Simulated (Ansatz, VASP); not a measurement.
# BAs in two plane-wave programs, part 2 of 2

Aim: how closely do two programs agree when they are given the same cell, functional and k mesh?  Valence electrons are named where the data sets of a main pair hold unlike numbers.

VASP 6.6.1 and Ansatz 0.2.0.

So far, pressure (GPa): step 4 (comparison) -3.79.

## Step 6: VASP: band structure, PBE

Level of this step: PBE; plane waves and PAW (B, As) (VASP).

The same path points are solved in both programs, so levels can be compared one by one.

File INCAR:

```
SYSTEM = BAs
PREC = Accurate
ENCUT = 420
EDIFF = 1E-06
NELM = 100
ISMEAR = 0
SIGMA = 0.02
LREAL = .FALSE.
ALGO = Normal
GGA = PE
NBANDS = 16
LORBIT = 11
LWAVE = .FALSE.
LCHARG = .FALSE.
KPAR = 4
```

File POSCAR:

```
BAs
1.0
    0.0000000000      2.3885000000      2.3885000000
    2.3885000000      0.0000000000      2.3885000000
    2.3885000000      2.3885000000      0.0000000000
B As
1 1
Direct
    0.0000000000      0.0000000000      0.0000000000
    0.2500000000      0.2500000000      0.2500000000
```

File KPOINTS:

```
Automatic mesh
0
Gamma
5 5 5
0 0 0
```

File KPOINTS_OPT:

```
Line mode
16
Line-mode
Reciprocal
  0.00000000   0.00000000   0.00000000 GAMMA
  0.50000000   0.00000000   0.50000000 X

  0.50000000   0.00000000   0.50000000 X
  0.50000000   0.25000000   0.75000000 W

  0.50000000   0.25000000   0.75000000 W
  0.37500000   0.37500000   0.75000000 K

  0.37500000   0.37500000   0.75000000 K
  0.00000000   0.00000000   0.00000000 GAMMA

  0.00000000   0.00000000   0.00000000 GAMMA
  0.50000000   0.50000000   0.50000000 L

  0.50000000   0.50000000   0.50000000 L
  0.62500000   0.25000000   0.62500000 U

  0.62500000   0.25000000   0.62500000 U
  0.50000000   0.25000000   0.75000000 W

  0.50000000   0.25000000   0.75000000 W
  0.50000000   0.50000000   0.50000000 L

  0.50000000   0.50000000   0.50000000 L
  0.37500000   0.37500000   0.75000000 K

  0.62500000   0.25000000   0.62500000 U
  0.50000000   0.00000000   0.50000000 X
```

Potentials, in the order of the species: B and As (PBE family, release 64).

Command:

```console
$ mpirun -np 4 vasp_std
```

Numbers of over 12 decimals in the logs are rounded to 6 here.

Log:

```text
[banner, memory and clock lines left out]
running    4 mpi-ranks, on    1 nodes
[...]
LDA part: xc-table for (Slater+PW92), standard interpolation
 POSCAR, INCAR and KPOINTS ok, starting setup
[...]
entering main loop
       N       E                     dE             d eps       ncg     rms          rms(c)
DAV:   1     0.946268296310E+01    0.94627E+01   -0.31649E+03   320   0.368E+02
DAV:   2    -0.115198857178E+02   -0.20983E+02   -0.19934E+02   440   0.854E+01
DAV:   3    -0.120017444711E+02   -0.48186E+00   -0.48150E+00   368   0.104E+01
DAV:   4    -0.120024058275E+02   -0.66136E-03   -0.66135E-03   416   0.467E-01
[...]
DAV:   9    -0.113467127674E+02   -0.42839E-03   -0.82820E-04   344   0.123E-01    0.503E-02
DAV:  10    -0.113467999927E+02   -0.87225E-04   -0.12436E-04   368   0.496E-02    0.108E-02
DAV:  11    -0.113468004327E+02   -0.44001E-06   -0.28229E-06   392   0.688E-03
   1 F= -.11346800E+02 E0= -.11346800E+02  d E =-.125129E-26
 Start KPOINTS_OPT (optional k-point list driver)
k-point batch [1-10\160]
       N       E                     dE             ncg
DAV:   1     0.314285812078E+03   -0.57654E+03      320
DAV:   2     0.100528827066E+03   -0.21376E+03      416
DAV:   3     0.927082783746E+02   -0.78205E+01      376
DAV:   4     0.926981063916E+02   -0.10172E-01      416
DAV:   5     0.926980973006E+02   -0.90910E-05      384
DAV:   6     0.926980972881E+02   -0.12527E-07      328
[...]
k-point batch [151-160\160]
       N       E                     dE             ncg
DAV:   1     0.140574825152E+03   -0.28377E+04      320
DAV:   2    -0.680130636964E+02   -0.20859E+03      432
DAV:   3    -0.726246083186E+02   -0.46115E+01      448
DAV:   4    -0.726318788450E+02   -0.72705E-02      352
DAV:   5    -0.726318902362E+02   -0.11391E-04      456
DAV:   6    -0.726318902644E+02   -0.28117E-07      352
```

Parts of OUTCAR (step 6):

```text
  Total        0.6225882      0.6225882      0.6225882      0.0000000      0.0000000     -0.0000000
  in kB       36.6020789     36.6020789     36.6020789      0.0000000      0.0000000     -0.0000000
  external PRESSURE =      36.6020789 kB  Pullay stress =       0.0000000 kB

  FREE ENERGIE OF THE ION-ELECTRON SYSTEM (eV)
  ---------------------------------------------------
  free  energy   TOTEN  =       -11.3468004327 eV

  energy  without entropy=      -11.3468004327  energy(sigma->0) =      -11.34680043

[... 3 parts as in an earlier step ...]

[... 1 further part left out ...]
[key lines of the parts left out:]
E-fermi :   6.2904
```

At this level the cell is under a pressure of 3.7 GPa, so at these settings it is away from equilibrium.

## Step 7: Ansatz: band structure, PBE

The same cell, functional, mesh and smearing now go to Ansatz, which takes its cutoff from its data sets.

File input.yaml:

```yaml
crystal:
  lattice:
    - [0.0, 2.3885, 2.3885]
    - [2.3885, 0.0, 2.3885]
    - [2.3885, 2.3885, 0.0]
  atoms:
    - { symbol: B, position: [0.0, 0.0, 0.0] }
    - { symbol: As, position: [0.25, 0.25, 0.25] }
hamiltonian:
  xc: pbe
  pseudopotentials: { kind: paw }
kpoints:
  mp_grid: { grid: [5, 5, 5] }
  band_path:
    path:
      - [0.0, 0.0, 0.0]
      - [0.16667, 0.0, 0.16667]
      - [0.33333, 0.0, 0.33333]
      - [0.4, 0.0, 0.4]
      - [0.5, 0.0, 0.5]
      - [0.5, 0.08333, 0.58333]
      - [0.5, 0.18333, 0.68333]
      - [0.5, 0.25, 0.75]
      - [0.45, 0.3, 0.75]
      - [0.40833, 0.34167, 0.75]
      - [0.35, 0.35, 0.7]
      - [0.225, 0.225, 0.45]
      - [0.075, 0.075, 0.15]
      - [0.03333, 0.03333, 0.03333]
      - [0.23333, 0.23333, 0.23333]
      - [0.4, 0.4, 0.4]
      - [0.51667, 0.46667, 0.51667]
      - [0.55833, 0.38333, 0.55833]
      - [0.60833, 0.28333, 0.60833]
      - [0.60833, 0.25, 0.64167]
      - [0.55833, 0.25, 0.69167]
      - [0.51667, 0.25, 0.73333]
      - [0.5, 0.3, 0.7]
      - [0.5, 0.38333, 0.61667]
      - [0.5, 0.48333, 0.51667]
      - [0.475, 0.475, 0.55]
      - [0.425, 0.425, 0.65]
      - [0.38333, 0.38333, 0.73333]
      - [0.59167, 0.18333, 0.59167]
      - [0.55, 0.1, 0.55]
      - [0.5, 0.0, 0.5]
    npoints: 1
scf:
  occupations: { method: gaussian, width: 0.02 }
  n_extra_bands: 7
output:
  forces: true
  stress: true
  eigenvalues: true
```

Command:

```console
$ ansatz run input.yaml --threads 2 --pin off --max-ram 4608MiB --backend cpu --events-out ev --progress --plain --runs-dir out
```

Log:

```text
[...]
Crystal: 2 atoms, lattice volume = 27.252 Å³
Basis set: ecut = 420 eV, 531 PW (Γ), exchange–correlation on 48×48×48 points (8 copies of the dense FFT grid, shifted against one another)
Bands: 16, of which v1, the nominal top of the filled ones, is band 9 counted from 1 (8 counted from 0)
Symmetry: 24 space group operations
[...]
k-points: 10 of 125 (time reversal used)
[...]
k-point 0: bands = [... 5 lower, -4.2670, 11.1410, 11.1410, 11.1410, 14.4155, 14.4155, 14.4155, 15.8158, ... 3 higher]
  k-point 1: bands = [... 5 lower, -3.6181, 7.3805, 10.2647, 10.2647, 14.3465, 15.5327, 15.5327, 18.3246, ... 3 higher]
  k-point 2: bands = [... 5 lower, -1.9315, 3.2176, 9.4305, 9.4305, 13.8910, 15.9662, 15.9662, 20.0183, ... 3 higher]
  k-point 9: bands = [... 5 lower, -0.5565, 3.5164, 5.6764, 6.9821, 15.5655, 16.4574, 17.2621, 20.8261, ... 3 higher]
[key lines of the parts left out:]
SCF converged after 6 iterations
Free energy (F): -5012.044431 eV
Fermi energy:    11.730168 eV
P = ⅓ Tr σ = 2.9273 GPa (29.273 kbar)
```

Elapsed: 0.62 s, on 2 threads of Arm Neoverse V2, shared host; peak memory 0.26 GiB; 1.1 s of CPU time.

Between step 4 and this run (PBE) the value for the pressure moves from -3.79 GPa to 2.93 GPa.

## Step 8: Comparison

What differs besides the data sets and the points named for the pairs above, as far as they apply: the data sets hold 18 valence electrons in Ansatz (on its default PAW (the set named soft_2) files) and 8 in VASP; VASP leaves aspherical gradient terms in its spheres out (LASPH is not set), Ansatz keeps them. Total energies have different zeros and are not compared.

The two programs side by side:

```csv
quantity,Ansatz,VASP,difference
pressure (GPa),2.93,3.66,-0.73
pressure without Ansatz's Pulay correction (GPa),2.83,3.66,-0.83
gap over the path points (eV),1.179,1.166,+0.013
```

Levels at points of the path, from each program's valence-band top (eV; 3 filled, then empty):

| k (reciprocal lattice) | Ansatz | VASP |
| --- | --- | --- |
| 0.000 0.000 0.000 | 0.00 0.00 0.00 3.27 3.27 3.27 | 0.00 0.00 0.00 3.26 3.26 3.26 |
| 0.167 0.000 0.167 | -2.29 -1.71 -1.71 2.25 5.64 5.64 | -2.29 -1.72 -1.72 2.23 5.63 5.63 |
| 0.333 0.000 0.333 | -5.95 -3.46 -3.46 1.28 3.13 9.16 | -5.95 -3.46 -3.46 1.26 3.12 9.13 |
| 0.400 0.000 0.400 | -7.32 -3.85 -3.85 1.18 2.26 10.42 | -7.33 -3.86 -3.86 1.17 2.24 10.39 |
| 0.500 0.000 0.500 | -8.52 -4.08 -4.08 1.43 1.44 11.39 | -8.54 -4.09 -4.09 1.42 1.43 11.36 |
| 0.500 0.083 0.583 | -8.43 -4.46 -4.41 2.13 2.19 10.59 | -8.44 -4.47 -4.42 2.12 2.18 10.55 |
| 0.500 0.183 0.683 | -8.15 -5.26 -5.04 4.16 4.42 8.24 | -8.17 -5.28 -5.05 4.14 4.41 8.21 |
| 0.500 0.250 0.750 | -8.05 -5.49 -5.19 5.26 5.94 6.81 | -8.07 -5.50 -5.20 5.24 5.93 6.79 |
| 0.450 0.300 0.750 | -8.08 -5.74 -4.55 3.83 5.68 7.71 | -8.09 -5.75 -4.56 3.81 5.66 7.69 |
| 0.408 0.342 0.750 | -8.12 -5.91 -3.77 2.46 5.58 8.74 | -8.14 -5.92 -3.77 2.45 5.56 8.71 |

Among the levels compared at these points, filled levels agree within 15 meV and empty ones within 36 meV. Ansatz's pressure holds a Pulay correction of 0.10 GPa; VASP's holds none.

## Step 9: VASP: dielectric response, PBE

The response to a field tests empty states and converges slowly with the mesh.

File INCAR:

```
SYSTEM = BAs
PREC = Accurate
ENCUT = 420
EDIFF = 1E-08
NELM = 100
ISMEAR = 0
SIGMA = 0.01
LREAL = .FALSE.
ALGO = Normal
GGA = PE
NBANDS = 10
LORBIT = 11
LWAVE = .FALSE.
LCHARG = .FALSE.
KPAR = 4
LEPSILON = .TRUE.
```

POSCAR is that of step 6.

File KPOINTS:

```
Automatic mesh
0
Gamma
8 8 8
0 0 0
```

Command:

```console
$ mpirun -np 4 vasp_std
```

Log:

```text
[... set-up lines as in an earlier step ...]
 entering main loop
       N       E                     dE             d eps       ncg     rms          rms(c)
DAV:   1     0.852842109041E+01    0.85284E+01   -0.34374E+03   580   0.598E+02
DAV:   2    -0.115164231381E+02   -0.20045E+02   -0.19462E+02   778   0.954E+01
DAV:   3    -0.120422477081E+02   -0.52582E+00   -0.52505E+00   708   0.152E+01
DAV:   4    -0.120435311672E+02   -0.12835E-02   -0.12834E-02   708   0.870E-01
[...]
DAV:  13    -0.114006598502E+02   -0.64906E-07   -0.87327E-08   690   0.204E-03    0.108E-03
DAV:  14    -0.114006599645E+02   -0.11433E-06   -0.14122E-08   620   0.838E-04    0.942E-05
DAV:  15    -0.114006599713E+02   -0.68193E-08   -0.32433E-10   374   0.141E-04
   1 F= -.11400660E+02 E0= -.11400660E+02  d E =-.416196E-73
 Linear response reoptimize wavefunctions to high precision
DAV:   1    -0.114006599619E+02    0.94790E-08   -0.85215E-11   410   0.530E-05
DAV:   2    -0.114006599619E+02   -0.32912E-10   -0.38592E-12   354   0.134E-05
 Linear response G [H, r] |phi>, progress :
  Direction:   1
[...]
RMM:   9    -0.744735929932E+00    0.13325E-05    0.85657E-09  3118   0.316E-04    0.371E-05
RMM:  10    -0.744736411638E+00   -0.48171E-06    0.70486E-09  2931   0.908E-05    0.546E-06
 change of polarisation eV/A/(eV/A) component  2 :     0.423     1.379     0.205
 dielectric tensor                  component  2 :     2.809    10.156     1.360
 Linear response to external field, progress :
  Direction:   3
       N       E                     dE             d eps       ncg     rms          rms(c)
RMM:   1    -0.697306982749E+00   -0.69731E+00   -0.32241E+00  4235   0.300E+00
RMM:   2    -0.714200026811E+00   -0.16893E-01   -0.73852E-03  3117   0.399E-01    0.127E+00
RMM:   3    -0.705027408715E+00    0.91726E-02   -0.57250E-03  3192   0.452E-01    0.742E-01
RMM:   4    -0.738639825027E+00   -0.33612E-01   -0.83970E-03  3140   0.574E-01    0.803E-02
[...]
RMM:   8    -0.744737228402E+00   -0.62135E-05    0.40878E-09  3410   0.755E-04    0.154E-04
RMM:   9    -0.744735943720E+00    0.12847E-05    0.68233E-09  3121   0.316E-04    0.371E-05
RMM:  10    -0.744736426456E+00   -0.48274E-06    0.21218E-08  2927   0.900E-05    0.558E-06
 change of polarisation eV/A/(eV/A) component  3 :     0.327     0.343     1.379
 dielectric tensor                  component  3 :     2.173     2.275    10.156
 Born effective charges drift removed
```

Parts of OUTCAR (step 9):

```text
  Total        0.5919412      0.5919412      0.5919412     -0.0000000     -0.0000000     -0.0000000
  in kB       34.8003354     34.8003354     34.8003354     -0.0000000     -0.0000000     -0.0000000
  external PRESSURE =      34.8003354 kB  Pullay stress =       0.0000000 kB

 POSITION                                       TOTAL-FORCE (eV/Angst)
 -----------------------------------------------------------------------------------
      0.00000      0.00000      0.00000        -0.000000     -0.000000      0.000000
      1.19425      1.19425      1.19425         0.000000      0.000000     -0.000000
 -----------------------------------------------------------------------------------
    total drift:                                0.000000      0.000000      0.000000

 MACROSCOPIC STATIC DIELECTRIC TENSOR (including local field effects in DFT)
 ------------------------------------------------------
          10.156121     0.000000     0.000000
           0.000000    10.156121     0.000000
           0.000000     0.000000    10.156121
 ------------------------------------------------------

[... 1 part as in an earlier step ...]

[... 1 further part left out ...]
```

The gap is read on the k-mesh alone, so it is an upper bound where the band edges lie off the mesh. Energies printed during the response cycles are not total energies of the cell. At this level the cell is under a pressure of 3.5 GPa, so at these settings it is away from equilibrium.

## Step 10: Ansatz: dielectric response, PBE

The same cell, functional and mesh now go to Ansatz, which takes its cutoff from its data sets.

input.yaml, the sections that differ from step 7:

```yaml
kpoints:
  mp_grid: { grid: [8, 8, 8] }
scf:
  occupations: { method: fixed }
dielectric:
  method: response
# crystal, hamiltonian: as in step 7
# output: removed
```

Command:

```console
$ ansatz run input.yaml --threads 2 --pin off --max-ram 4608MiB --backend cpu --events-out ev --progress --plain --runs-dir out
```

Log:

```text
[...]
Crystal: 2 atoms, lattice volume = 27.252 Å³
Basis set: ecut = 420 eV, 531 PW (Γ), exchange–correlation on 48×48×48 points (8 copies of the dense FFT grid, shifted against one another)
Bands: 13, of which v1, the nominal top of the filled ones, is band 9 counted from 1 (8 counted from 0)
Symmetry: 24 space group operations
k-points: 95 of 512 (irreducible under 4 space group operations, time reversal used)
[...]
site 0:
        -0.50133    0.00000   -0.00000
        -0.00000   -0.50133   -0.00000
        -0.00000   -0.00000   -0.50133
    site 1:
         0.50133   -0.00000    0.00000
         0.00000    0.50133    0.00000
         0.00000    0.00000    0.50133
  Z* charge neutrality: 5.437e-6 e pre-enforcement
  solved inside a basis spanned on kpoints, on 8×8×8 k-points, its susceptibility summed on 12×12×12: ε∞ is read to err by 3.2e-2, Z* by 1.5e-2 e (field_mesh: kpoints solves on kpoints); Z* is corrected for what the basis lacks
[key lines of the parts left out:]
SCF converged after 7 iterations
Free energy (F): -5012.098095 eV
Fermi energy:    11.126702 eV
```

It took 12 s on 2 threads; peak memory 0.41 GiB; 23 s of CPU time.

## Step 11: Differences

What differs besides the data sets and the points named for the pairs above, as far as they apply: VASP's response is taken on the typed mesh, Ansatz refines its own for the field response alone; the data sets hold 18 valence electrons in Ansatz (on its default PAW (the set named soft_2) files) and 8 in VASP. Total energies have different zeros and are not compared.

Both answers:

```
                                     quantity  Ansatz   VASP  difference
                                        ε∞ xx    9.77  10.16     -3.77 %
                                        ε∞ yy    9.77  10.16     -3.77 %
                                        ε∞ zz    9.77  10.16     -3.77 %
 Born charge of B1 (mean of the diagonal) (e)   -0.50  -0.53       +0.03
Born charge of As2 (mean of the diagonal) (e)    0.50   0.53       -0.03
```

## Step 12: Summary of results

```json
{"difference in pressure (band structure, LDA)": "-1.4 GPa", "largest difference of a filled level at the path points (band structure, PBE)": "15 meV", "difference in pressure (band structure, PBE)": "-0.73 GPa", "difference in ε∞ xx (dielectric response, PBE)": "-3.8 %"}
```

What this shows: The difference in pressure is -1.4 GPa (band structure, LDA), beyond the 1 GPa picked in this series as the mark of a large difference. The data sets hold unlike numbers of valence electrons (18 in Ansatz and 8 in VASP), so part of the differences comes from the potentials. Band structure, LDA, norm-conserving potentials (cutoff 1088 eV): the difference in gap over the path points goes from 0.010 to 0.021 eV. 1 further run of this series is not shown here. How closely two codes agree says nothing of how well the functional describes the real material.

[Lines on the potential files, build, host, timing and source positions are cut from VASP's logs without a mark.]

[Logs are printed without paths, hosts, clocks, repeated set-up lines and the standing remarks that a program may print on its own settings, such as how far it seeks lower states.]

[Hosts, paths, dates, database ids (printed as entryN), source tags and the programs' standing remarks are cut or masked in the printed files.]
